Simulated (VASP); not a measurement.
Ge: transverse stress against strain

Ge (diamond, Fd-3m, 22.712 Å³/atom at rest, cube axes along x, y and z) under an equal strain ε along x and y, with z held. PBEsol in VASP (plane waves, PAW), 480 eV, 10×10×10 Γ-centred mesh, Methfessel-Paxton smearing 0.10 eV; ions are relaxed within the symmetry of each cell. Stress is positive for a compressed cell.

Here s stands for strain and y for stress zz.

```csv
strain (%),stress zz (GPa)
-3.00,?
-1.50,1.60
-1.00,1.09
-0.50,0.62
0.00,0.18
0.50,-0.26
1.00,-0.69
1.50,-1.07
```

**Question.** Fit y against s with a straight line, and predict the withheld value at s = -3.00.

**Answer.** Means: s 0, y 0.210. About the means, the sum of products is -6.2250 and the sum of squares of s is 7.0000; the slope is their ratio. Least squares gives y = 0.210 - 0.8893·s. Residuals (row less fit): 0.056, -0.009, -0.035, -0.030, -0.025, -0.011, 0.054; standard error 0.042 (degrees of freedom: 5). The slope gives the elastic constant 2C12 = 89 ± 1.6 GPa. At the withheld row, y = 0.210 - 0.8893 × (-3.0) = 2.878 GPa. The calculation gives 3.39 GPa, 0.512 GPa above the prediction (11.5 % of the range of y in the table). The row lies outside the fitted rows, so this is an extrapolation. From the scatter of the fitted rows alone, a prediction at this place has a standard error of 0.066 GPa, so the miss is 7.8 times that.

One order more, fitted to all 13 runs of the series, follows each within 0.04, so the miss is the next term of a smooth law. This level leaves no gap over 0.05 eV at strain -0.50, 0.00, 0.50, where the mesh may be coarse. Rows are the converged runs of the series near zero and its far end; series whose fitted rows scatter by over a few per cent of the range, as at a crossing or softening among them, aren't shown in this form. Most that stay on the fit to the last digits aren't either.
